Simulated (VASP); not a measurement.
Ta2N:

```xyz
3
Lattice="3.1129 0.0000 0.0000 -1.5564 2.6958 0.0000 0.0000 0.0000 4.8698" Properties=species:S:1:pos:R:3 pbc="T T T"
Ta    1.5564    0.8986    3.6294
Ta    0.0000    1.7972    1.2404
N     0.0000    0.0000    0.0000
```

The cell comes from a database or a generator and needn't be the stable form of this composition.

* Program: VASP 6.6.1
* Task: relaxation of cell and atoms
* Functional: r2SCAN
* Potentials or basis: VASP PAW PBE potentials, release 64 (Ta_pv, N)
* Cutoff: 600 eV
* k mesh: 15 × 15 × 10
* Occupations: gaussian, width 0.1 eV
* Spin: no spin polarisation

At the start: pressure -4.3 GPa; volume 13.62 Å³/atom.

Task: Where does the relaxation end?

Result: Over 7 steps the energy falls by 4.8 meV/atom and the volume is 13.39 Å³/atom (-1.7 %); space group P-3m1 (No. 164, to 0.05 Å).

The path:
```csv
step,energy change (eV),largest force (eV/Å),pressure (GPa),volume (Å³)
1,0.0000,0.1035,-4.31,40.87
2,0.0429,0.3726,12.30,38.73
3,-0.0098,0.1825,0.30,40.21
4,-0.0134,0.0384,0.12,40.19
5,-0.0141,0.0484,0.03,40.17
6,-0.0143,0.0127,0.00,40.18
7,-0.0143,0.0047,0.00,40.18
```

Final structure:
```
CELL_PARAMETERS angstrom
3.07739 0.00000 0.00000
-1.53869 2.66510 0.00000
0.00000 0.00000 4.89932
ATOMIC_POSITIONS crystal
Ta 0.66667 0.33333 0.74267
Ta 0.33333 0.66667 0.25733
N 0.00000 0.00000 0.00000
```

Caveat: the PAW data sets were made with another functional, which shifts forces and pressure a little.
